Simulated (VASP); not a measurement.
All values below come from PBEsol GGA, VASP's PBE PAW potentials (set 64) (plane waves; VASP).

VASP input:

### INCAR
```
# general
SYSTEM  = GaN
PREC    = Accurate
ENCUT   = 520
LREAL   = F
LASPH   = T

# electronic loop
EDIFF   = 1E-7
NELM    = 100
ALGO    = Normal
LMAXMIX = 4

# smearing
ISMEAR  = -5

# functional
GGA     = PS

# ions
ISIF    = 2

# output
LWAVE   = F
LCHARG  = T
LORBIT  = 11
NEDOS   = 601

# other
LEFG    = T
```

**POSCAR**
```
GaN
1
    3.1819119758     0.0000000000     0.0000000000
   -1.5909559880     2.7556161888     0.0000000000
    0.0000000000     0.0000000000     5.1810755584
Ga N
2 2
Direct
  0.6666670000   0.3333330000   0.5916324564
  0.3333330000   0.6666670000   0.0916324564
  0.6666670000   0.3333330000   0.9683675436
  0.3333330000   0.6666670000   0.4683675436
```

### KPOINTS
```
K-points
0
Gamma
  9 9 5
0 0 0
```

POTCAR, in this order: Ga_d N (PBE.64 set). Program: vasp_std.

What VASP printed:

File OUTCAR:
```
 ion  position               nearest neighbor table
   1  0.667  0.333  0.592-   4 1.94   4 1.94   4 1.94   3 1.95
   2  0.333  0.667  0.092-   3 1.94   3 1.94   3 1.94   4 1.95
   3  0.667  0.333  0.968-   2 1.94   2 1.94   2 1.94   1 1.95
   4  0.333  0.667  0.468-   1 1.94   1 1.94   1 1.94   2 1.95
  LATTYP: Found a hexagonal cell.
 ALAT       =     3.1819119758
 C/A-ratio  =     1.6282900337
 Subroutine PRICEL returns:
 Original cell was already a primitive cell.
 Subroutine GETGRP returns: Found 12 space group operations
The static configuration has the point symmetry C_3v.
 The point group associated with its full space group is C_6v.
The dynamic configuration has the point symmetry C_3v.
 Subroutine INISYM returns: Found 12 space group operations
 Subroutine IBZKPT returns following result:
 Found     36 irreducible k-points:

 Following reciprocal coordinates:
            Coordinates               Weight
  0.000000  0.000000  0.000000      1.000000
  0.111111 -0.000000  0.000000      6.000000
  0.222222 -0.000000  0.000000      6.000000
  0.333333 -0.000000  0.000000      6.000000
  0.444444 -0.000000  0.000000      6.000000
  0.111111  0.111111  0.000000      6.000000
  0.222222  0.111111  0.000000     12.000000
  0.333333  0.111111  0.000000     12.000000
  0.444444  0.111111  0.000000      6.000000
  0.222222  0.222222  0.000000      6.000000
  0.333333  0.222222  0.000000     12.000000
  0.333333  0.333333  0.000000      2.000000
  0.000000  0.000000  0.200000      2.000000
  0.111111 -0.000000  0.200000     12.000000
  0.222222 -0.000000  0.200000     12.000000
  0.333333 -0.000000  0.200000     12.000000
  0.444444 -0.000000  0.200000     12.000000
  0.111111  0.111111  0.200000     12.000000
  0.222222  0.111111  0.200000     24.000000
  0.333333  0.111111  0.200000     24.000000
  0.444444  0.111111  0.200000     12.000000
  0.222222  0.222222  0.200000     12.000000
  0.333333  0.222222  0.200000     24.000000
  0.333333  0.333333  0.200000      4.000000
  0.000000  0.000000  0.400000      2.000000
  0.111111 -0.000000  0.400000     12.000000
  0.222222 -0.000000  0.400000     12.000000
  0.333333 -0.000000  0.400000     12.000000
  0.444444 -0.000000  0.400000     12.000000
  0.111111  0.111111  0.400000     12.000000
  0.222222  0.111111  0.400000     24.000000
  0.333333  0.111111  0.400000     24.000000
  0.444444  0.111111  0.400000     12.000000
  0.222222  0.222222  0.400000     12.000000
  0.333333  0.222222  0.400000     24.000000
  0.333333  0.333333  0.400000      4.000000
   k-points           NKPTS =     36   k-points in BZ     NKDIM =     36   number of bands    NBANDS=     22
   number of dos      NEDOS =    601   number of ions     NIONS =      4
   total plane-waves  NPLWV =  23040
   dimension x,y,z NGX =    24 NGY =   24 NGZ =   40
   dimension x,y,z NGXF=    48 NGYF=   48 NGZF=   80
   ions per type =               2   2
   PREC   = accura    normal or accurate (medium, high low for compatibility)
   ISTART =      0    job   : 0-new  1-cont  2-samecut
   ICHARG =      2    charge: 1-file 2-atom 10-const
   ISPIN  =      1    spin polarized calculation?
   LNONCOLLINEAR =      F non collinear calculations
   LSORBIT =      F    spin-orbit coupling
   INIWAV =      1    electr: 0-lowe 1-rand  2-diag
   ENCUT  =  520.0 eV  38.22 Ry    6.18 a.u.   5.92  5.92  9.63*2*pi/ulx,y,z
   NELM   =    100;   NELMIN=  2; NELMDL= -5     # of ELM steps
   EDIFF  = 0.1E-06   stopping-criterion for ELM
   LREAL  =      F    real-space projection
   NLSPLINE    = F    spline interpolate recip. space projectors
   LMAXMIX     =    4 max onsite mixed and CHGCAR
...
```

**OSZICAR**
```
       N       E                     dE             d eps       ncg     rms          rms(c)
DAV:   1     0.274017881623E+03    0.27402E+03   -0.18386E+04  1654   0.304E+03
DAV:   2     0.517392062626E+01   -0.26884E+03   -0.26152E+03  1754   0.527E+02
DAV:   3    -0.284850022393E+02   -0.33659E+02   -0.33430E+02  1830   0.154E+02
DAV:   4    -0.298979776169E+02   -0.14130E+01   -0.14086E+01  2258   0.331E+01
DAV:   5    -0.299172356754E+02   -0.19258E-01   -0.19252E-01  1816   0.359E+00    0.102E+01
DAV:   6    -0.262438957751E+02    0.36733E+01   -0.13478E+01  2908   0.575E+01    0.311E+00
DAV:   7    -0.263148643109E+02   -0.70969E-01   -0.15386E+00  1704   0.101E+01    0.263E+00
DAV:   8    -0.262909492227E+02    0.23915E-01   -0.28806E-01  2786   0.778E+00    0.904E-01
DAV:   9    -0.262677006676E+02    0.23249E-01   -0.11255E-01  2810   0.563E+00    0.293E-01
DAV:  10    -0.262684668586E+02   -0.76619E-03   -0.52928E-03  1826   0.762E-01    0.127E-01
DAV:  11    -0.262683967236E+02    0.70135E-04   -0.78108E-04  2476   0.529E-01    0.250E-02
DAV:  12    -0.262684013203E+02   -0.45967E-05   -0.13684E-04  1928   0.899E-02    0.127E-02
DAV:  13    -0.262684007161E+02    0.60424E-06   -0.18449E-05  2302   0.909E-02    0.333E-03
DAV:  14    -0.262684008056E+02   -0.89452E-07   -0.16833E-06  2350   0.267E-02    0.404E-03
DAV:  15    -0.262684006252E+02    0.18038E-06   -0.50883E-07  2060   0.650E-03    0.268E-04
DAV:  16    -0.262684006310E+02   -0.58390E-08   -0.31247E-08   990   0.386E-03
   1 F= -.26268401E+02 E0= -.26268401E+02  d E =0.000000E+00
```

**OUTCAR**
```
------------------------ aborting loop because EDIFF is reached ----------------------------------------
  FORCE on cell =-STRESS in cart. coord.  units (eV):
  Direction    XX          YY          ZZ          XY          YZ          ZX
  --------------------------------------------------------------------------------------
  Total       -0.0146983     -0.0146983      0.0453043      0.0000000      0.0000000      0.0000000
  in kB       -0.5183817     -0.5183815      1.5978014      0.0000000      0.0000000      0.0000000
  external PRESSURE =       0.1870127 kB  Pullay stress =       0.0000000 kB
  volume of cell :       45.43
      direct lattice vectors                 reciprocal lattice vectors
     3.181911976  0.000000000  0.000000000     0.314276450  0.181447620  0.000000000
    -1.590955988  2.755616189  0.000000000     0.000000000  0.362895241  0.000000000
     0.000000000  0.000000000  5.181075558     0.000000000  0.000000000  0.193010117
  FREE ENERGIE OF THE ION-ELECTRON SYSTEM (eV)
  ---------------------------------------------------
  free  energy   TOTEN  =       -26.2684006310 eV

  energy  without entropy=      -26.2684006310  energy(sigma->0) =      -26.26840063

 total charge

# of ion       s       p       d       tot
------------------------------------------
    1        0.790   0.910  10.184  11.884
    2        0.790   0.910  10.184  11.884
    3        1.217   2.512   0.000   3.729
    4        1.217   2.512   0.000   3.729
--------------------------------------------------
tot          4.014   6.843  20.368  31.226
```
(Selected blocks of OUTCAR.)

The structure comes from a measured GaN entry (P6_3mc) of the Crystallography Open Database, whose conditions weren't checked. It was relaxed first.
